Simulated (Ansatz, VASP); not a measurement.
# Te2AsP: VASP beside Ansatz, part 2 of 2

One calculation is typed for both programs; each brings its own data sets and cutoff. How far apart do they land? The cell is invented: As first built, before any earlier steps moved the atoms (in the runner's words): it takes the TeAs structure with some of its atoms replaced by other elements, volume scaled by an estimate. It may not be a known or stable phase. The cell is taken from a series of VASP runs on this material, whose earlier steps may have relaxed, scaled or displaced it; both programs get it as it stands.

VASP 6.6.1 and Ansatz 0.2.0.

So far. Step 3 (Ansatz: single point, PBEsol): The run ends at a pressure of -0.09 GPa, with forces up to 0.0055 eV/Å.

**5. Ansatz: band structure, PBEsol, spin-orbit coupling**

Level of this step: Ansatz beside VASP: Kohn-Sham DFT, plane waves, PBEsol, spin-orbit coupling (Ansatz).

With cell and atoms fixed, the geometry can't cause a difference; cores, projectors, grids and the points listed under the comparison can.

The cell is taken from a series of VASP runs on this material, whose earlier steps may have relaxed, scaled or displaced it; both programs get it as it stands.

input.yaml reads:

```yaml
crystal:
  lattice:
    - [2.0379376299, 1.1766042046, 6.5650566586]
    - [-2.0379376299, 1.1766042046, 6.5650566586]
    - [0.0, -2.3532074751, 6.5650566656]
  atoms:
    - { symbol: Te, position: [0.7533256786, 0.7533256786, 0.7533256786] }
    - { symbol: Te, position: [0.2466743214, 0.2466743214, 0.2466743214] }
    - { symbol: As, position: [0.0, 0.0, 0.0] }
    - { symbol: P, position: [0.5, 0.5, 0.5] }
hamiltonian:
  xc: pbesol
  pseudopotentials: { kind: paw_fr }
magnetization:
  noncollinear: true
  spin_orbit: true
kpoints:
  mp_grid: { grid: [5, 5, 5] }
  band_path:
    path:
      - [0.0, 0.0, 0.0]
      - [0.13333, 0.0, 0.0]
      - [0.3, 0.0, 0.0]
      - [0.46667, 0.0, 0.0]
      - [0.5, 0.03762, -0.03762]
      - [0.5, 0.10031, -0.10031]
      - [0.5, 0.163, -0.163]
      - [0.77033, 0.5, 0.22967]
      - [0.66636, 0.5, 0.33364]
      - [0.56238, 0.5, 0.43762]
      - [0.46667, 0.46667, 0.46667]
      - [0.3, 0.3, 0.3]
      - [0.13333, 0.13333, 0.13333]
      - [0.0, 0.0, 0.0]
      - [0.11468, 0.0, -0.11468]
      - [0.20642, 0.0, -0.20642]
      - [0.3211, 0.0, -0.3211]
      - [0.62477, 0.37523, 0.0]
      - [0.57278, 0.42722, 0.0]
      - [0.52079, 0.47921, 0.0]
      - [0.52079, 0.52079, 0.02508]
      - [0.57278, 0.57278, 0.08777]
      - [0.62477, 0.62477, 0.15046]
      - [0.64556, 0.64556, 0.20888]
      - [0.59358, 0.59358, 0.31285]
      - [0.54159, 0.54159, 0.41682]
      - [0.5, 0.0, 0.0]
      - [0.60397, 0.11468, 0.11468]
      - [0.70795, 0.22936, 0.22936]
      - [0.81192, 0.34404, 0.34404]
    npoints: 1
scf:
  occupations: { method: gaussian, width: 0.05 }
  n_extra_bands: 16
output:
  forces: true
  stress: true
  eigenvalues: true
```

The run is started by

```sh
ansatz run input.yaml --threads 2 --pin off --max-ram 4608MiB --backend cpu --events-out ev --progress --plain --runs-dir out
```

Numbers of over 12 decimals in the logs are rounded to 6 here.

Log:

```text
[...]
non-collinear run that drives no moment, with spin-orbit: no starting moment large enough to seed its density (crystal.atoms[].spin), no starting occupations that ask for one, no magnetisation constraint and no magnetic field, so the semilocal B_xc is pinned to zero
Crystal: 4 atoms, lattice volume = 94.452 Å³
[...]
k-point 1: bands = [... 48 lower, 9.9092, 9.9092, 10.4968, 10.4968, 11.1123, 11.1123, 11.8764, 11.8764, ... 12 higher]
  k-point 2: bands = [... 48 lower, 7.4448, 7.4448, 12.4513, 12.4513, 12.7076, 12.7076, 13.0379, 13.0379, ... 12 higher]
  k-point 18: bands = [... 48 lower, 9.6928, 9.6928, 9.8343, 9.8343, 10.6021, 10.6021, 12.0420, 12.0420, ... 12 higher]
[key lines of the parts left out:]
SCF converged after 8 iterations
Magnetization: |M| = 0.0000 μB,  M = (+0.0000, +0.0000, +0.0000) μB
Free energy (F): -19360.910783 eV
Fermi energy:    10.992633 eV
P = ⅓ Tr σ = 0.4013 GPa (4.013 kbar)
```

Run time: 30 s. Hardware: 2 threads of Arm Neoverse V1, shared host; peak memory 0.72 GiB.

**6. VASP: band structure, PBEsol, spin-orbit coupling**

The same cell, functional, mesh and smearing now go to VASP, with its own data sets and cutoff.

INCAR reads:

```
SYSTEM = Te2AsP
PREC = Accurate
ENCUT = 400
EDIFF = 1E-06
NELM = 100
ISMEAR = 0
SIGMA = 0.05
LREAL = .FALSE.
ALGO = Normal
GGA = PS
LNONCOLLINEAR = .TRUE.
MAGMOM = 0 0 0 0 0 0 0 0 0 0 0 0
NBANDS = 34
GGA_COMPAT = .FALSE.
LASPH = .TRUE.
LSORBIT = .TRUE.
LORBIT = 11
LWAVE = .FALSE.
LCHARG = .FALSE.
KPAR = 2
```

POSCAR reads:

```
Te2AsP
1.0
    2.0379376299      1.1766042046      6.5650566586
   -2.0379376299      1.1766042046      6.5650566586
    0.0000000000     -2.3532074751      6.5650566656
Te As P
2 1 1
Direct
    0.7533256786      0.7533256786      0.7533256786
    0.2466743214      0.2466743214      0.2466743214
    0.0000000000      0.0000000000      0.0000000000
    0.5000000000      0.5000000000      0.5000000000
```

KPOINTS reads:

```
Automatic mesh
0
Gamma
5 5 5
0 0 0
```

KPOINTS_OPT reads:

```
Line mode
16
Line-mode
Reciprocal
  0.00000000   0.00000000   0.00000000 GAMMA
  0.50000000   0.00000000   0.00000000 L

  0.50000000   0.00000000   0.00000000 L
  0.50000000   0.18808040  -0.18808040 B1

  0.81191960   0.50000000   0.18808040 B
  0.50000000   0.50000000   0.50000000 Z

  0.50000000   0.50000000   0.50000000 Z
  0.00000000   0.00000000   0.00000000 GAMMA

  0.00000000   0.00000000   0.00000000 GAMMA
  0.34404020   0.00000000  -0.34404020 X

  0.65595980   0.34404020   0.00000000 Q
  0.50000000   0.50000000   0.00000000 F

  0.50000000   0.50000000   0.00000000 F
  0.65595980   0.65595980   0.18808040 P1

  0.65595980   0.65595980   0.18808040 P1
  0.50000000   0.50000000   0.50000000 Z

  0.50000000   0.00000000   0.00000000 L
  0.81191960   0.34404020   0.34404020 P
```

Potentials, in the order of the species: Te, As and P (PBE family, release 64).

The run is started by

```sh
mpirun -np 2 vasp_ncl
```

Log:

```text
[banner, memory and clock lines left out]
running    2 mpi-ranks, on    1 nodes
[...]
[... a notice as in an earlier step ...]

 LDA part: xc-table for (Slater+PW92), standard interpolation
 POSCAR, INCAR and KPOINTS ok, starting setup
[...]
entering main loop
       N       E                     dE             d eps       ncg     rms          rms(c)
DAV:   1     0.737482055615E+02    0.73748E+02   -0.72840E+03  1292   0.880E+02
DAV:   2    -0.116299047289E+02   -0.85378E+02   -0.81119E+02  1614   0.153E+02
DAV:   3    -0.175253031835E+02   -0.58954E+01   -0.57449E+01  1578   0.403E+01
DAV:   4    -0.176338820406E+02   -0.10858E+00   -0.10762E+00  1578   0.627E+00
[...]
DAV:  11    -0.175450267591E+02    0.88467E-05   -0.31229E-05  1522   0.355E-02    0.372E-02
DAV:  12    -0.175450256872E+02    0.10719E-05   -0.34829E-06  1514   0.117E-02    0.173E-02
DAV:  13    -0.175450254016E+02    0.28562E-06   -0.10134E-06   912   0.603E-03
   1 F= -.17545025E+02 E0= -.17543210E+02  d E =-.363058E-02  mag=    -0.0000     0.0000    -0.0000
 Start KPOINTS_OPT (optional k-point list driver)
k-point batch [1-19\144]
       N       E                     dE             ncg
DAV:   1     0.240442369399E+04   -0.31265E+04     1292
DAV:   2     0.745234779403E+03   -0.16592E+04     1668
DAV:   3     0.626165300588E+03   -0.11907E+03     1634
DAV:   4     0.623548403316E+03   -0.26169E+01     1542
DAV:   5     0.623484905951E+03   -0.63497E-01     1624
DAV:   6     0.623482918367E+03   -0.19876E-02     1514
DAV:   7     0.623482821258E+03   -0.97109E-04     1664
DAV:   8     0.623482816540E+03   -0.47179E-05     1244
DAV:   9     0.623482816312E+03   -0.22749E-06     1002
[...]
k-point batch [134-144\144]
       N       E                     dE             ncg
DAV:   1     0.443382476897E+04   -0.50443E+04      748
DAV:   2     0.350217587422E+04   -0.93165E+03      956
DAV:   3     0.344251386062E+04   -0.59662E+02      948
DAV:   4     0.344149255631E+04   -0.10213E+01      856
DAV:   5     0.344146671582E+04   -0.25840E-01      884
DAV:   6     0.344146565648E+04   -0.10593E-02      912
DAV:   7     0.344146561002E+04   -0.46457E-04      876
DAV:   8     0.344146560768E+04   -0.23461E-05      744
DAV:   9     0.344146560757E+04   -0.11152E-06      564
```

Parts of OUTCAR (step 6):

```text
  Total        0.5358875      0.5358876     -0.2021268     -0.0000000     -0.0000000      0.0000000
  in kB        9.0901979      9.0901988     -3.4286530     -0.0000000     -0.0000002      0.0000000
  external PRESSURE =       4.9172479 kB  Pullay stress =       0.0000000 kB

 POSITION                                       TOTAL-FORCE (eV/Angst)
 -----------------------------------------------------------------------------------
      0.00000      0.00000     14.83688        -0.000000      0.000000      0.008204
      0.00000      0.00000      4.85829        -0.000000     -0.000000     -0.008204
      0.00000      0.00000      0.00000        -0.000000     -0.000000     -0.000000
      0.00000      0.00000      9.84758         0.000000      0.000000      0.000000
 -----------------------------------------------------------------------------------
    total drift:                                0.000000      0.000000     -0.000000

  FREE ENERGIE OF THE ION-ELECTRON SYSTEM (eV)
  ---------------------------------------------------
  free  energy   TOTEN  =       -17.5450254016 eV

  energy  without entropy=      -17.5413948186  energy(sigma->0) =      -17.54321011

 magnetization (x)
# of ion       s       p       d       tot
------------------------------------------
    1        0.000  -0.000   0.000  -0.000
    2        0.000  -0.000   0.000  -0.000
    3       -0.000   0.000   0.000  -0.000
    4        0.000   0.000   0.000   0.000
--------------------------------------------------
tot         -0.000  -0.000   0.000  -0.000

 magnetization (y)
# of ion       s       p       d       tot
------------------------------------------
    1        0.000   0.000   0.000   0.000
    2        0.000   0.000   0.000   0.000
    3       -0.000   0.000   0.000  -0.000
    4        0.000   0.000   0.000   0.000
--------------------------------------------------
tot         -0.000   0.000   0.000   0.000

 magnetization (z)
# of ion       s       p       d       tot
------------------------------------------
    1        0.000   0.000   0.000   0.000
    2        0.000   0.000   0.000   0.000
    3        0.000   0.000   0.000   0.000
    4        0.000   0.000   0.000   0.000
--------------------------------------------------
tot          0.000   0.000   0.000   0.000

[... 1 part as in an earlier step ...]

[... 2 further parts left out ...]
[key lines of the parts left out:]
E-fermi :   7.5602
```

The run ends at a pressure of 0.49 GPa, with forces up to 0.0082 eV/Å.

**7. Differences**

What differs besides the data sets and the points named for the pairs above, as far as they apply: spin-orbit coupling enters by fully relativistic files in Ansatz and inside the spheres in VASP; the data sets hold 52 valence electrons in Ansatz (fully relativistic PAW (standard-fr) files) and 22 in VASP. Total energies have different zeros and are not compared.

Both answers:

| quantity | Ansatz | VASP | difference |
| --- | --- | --- | --- |
| pressure (GPa) | 0.40 | 0.49 | -0.09 |

At this near-relaxed geometry the largest component of a force difference is 4 meV/Å. Levels from 3 eV below to 2 eV above the Fermi level differ by 7 meV r.m.s. and 25 meV at most; each VASP level is matched to the nearest of Ansatz, which flatters the figure a little. Ansatz's pressure holds a Pulay correction of 0.03 GPa; VASP's holds none.

**8. Outcome**

```yaml
difference_in_pressure_single_point_pbesol: -0.10 GPa
r_m_s_difference_of_levels_near_the_fermi_level_band_structure_pbesol_spin_orbit_coupling: 7.5 meV
```

What this shows: The difference in pressure is -0.10 GPa (single point, PBEsol), within the 1 GPa picked in this series as the mark of a large difference. Such differences can come from data sets, numerical settings and the points named under the comparisons, not from the functional's error against experiment.

[Lines on the potential files, build, host, timing and source positions are cut from VASP's logs without a mark.]

[Logs are printed without paths, hosts, clocks, repeated set-up lines and the standing remarks that a program may print on its own settings, such as how far it seeks lower states.]

[Hosts, paths, dates, database ids (printed as entryN), source tags and the programs' standing remarks are cut or masked in the printed files.]
